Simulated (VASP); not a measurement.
A convergence study with VASP on InSb (space group no. 216 when undisturbed): one setting is varied, all else stays as given below, so the limit is that of these other settings. One atom is moved off its site, so that forces are finite.

```xyz
2
Lattice="0.0000 3.2303 3.2303 3.2303 0.0000 3.2303 3.2303 3.2303 0.0000" Properties=species:S:1:pos:R:3 pbc="T T T"
In     0.0289     0.0289     0.0289
Sb     1.6151     1.6151     1.6151
```

All values below come from LDA (Ceperley-Alder, Perdew-Zunger), VASP's LDA PAW potentials (set 64) (plane waves; VASP). The tightest run used: 300 eV cut-off, 17×17×17 Γ-centred mesh, Fermi-Dirac smearing of 0.010 eV, potentials In_d Sb.

Task: The settings run are 2×2×2 mesh; 3×3×3 mesh; 4×4×4 mesh; 5×5×5 mesh; 6×6×6 mesh; 8×8×8 mesh; 9×9×9 mesh; 10×10×10 mesh; 11×11×11 mesh; 13×13×13 mesh; 14×14×14 mesh; 16×16×16 mesh; 17×17×17 mesh. From which on does the stress (every component) stay within 0.1 GPa of the tightest run?

Result: From 6×6×6 mesh on: it is off by 0.07 there and by no more than 0.1 in any finer run, while 5×5×5 mesh is off by 0.19.
```csv
setting,E (eV/atom),pressure (GPa),irreducible k-points,difference judged (GPa)
2×2×2 mesh,-3.0935,6.49,4,6.79
3×3×3 mesh,-3.8547,1.34,6,1.64
4×4×4 mesh,-4.0246,0.22,13,0.52
5×5×5 mesh,-4.0743,-0.11,19,0.19
6×6×6 mesh,-4.0916,-0.23,32,0.07
8×8×8 mesh,-4.1012,-0.29,65,0.02
9×9×9 mesh,-4.1025,-0.29,85,0.01
10×10×10 mesh,-4.1032,-0.30,116,0.00
11×11×11 mesh,-4.1035,-0.30,146,0.00
13×13×13 mesh,-4.1038,-0.30,231,0.00
14×14×14 mesh,-4.1039,-0.30,288,0.00
16×16×16 mesh,-4.1039,-0.30,417,0.00
17×17×17 mesh,-4.1040,-0.30,489,0.00
```

Left out are rungs that failed or repeat a setting and relaxations that didn't move; long series are thinned to 24 rows.

The structure is a typed InSb crystal (space group no. 216). The cell was not relaxed at this level, it is distorted from the ideal structure.
